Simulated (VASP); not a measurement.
Input of a VASP 6.6.1 run:

INCAR

```
SYSTEM = Sn
PREC = Accurate
ENCUT = 700
EDIFF = 1E-7
ISMEAR = 0
SIGMA = 0.02
LREAL = .False.
LASPH = .True.
NELM = 80
ALGO = Normal
ISIF = 2
LWAVE = .False.
LCHARG = .False.
GGA = PE
```

File KPOINTS:

```
regular mesh
0
Gamma
  6 6 6
  0 0 0
```

The input POSCAR:

```
Sn
1.0
    0.0000000000      3.2333428000      3.2333428000
    3.2333428000      0.0000000000      3.2333428000
    3.2333428000      3.2333428000      0.0000000000
Sn
2
Direct
    0.0000000000      0.0000000000      0.0000000000
    0.2500000000      0.2500000000      0.2500000000
```

Potentials or basis: VASP PAW PBE potentials, release 64 (Sn_d).

Command:

```sh
$ cat potpaw_PBE.64/Sn_d/POTCAR > POTCAR
$ mpirun -np 1 vasp_std > vasp.out
```

Task: Predict the band gap on the k mesh.

Result: None (metal or under the smearing width).

Task: Predict the pressure.

Result: 3.9 GPa.
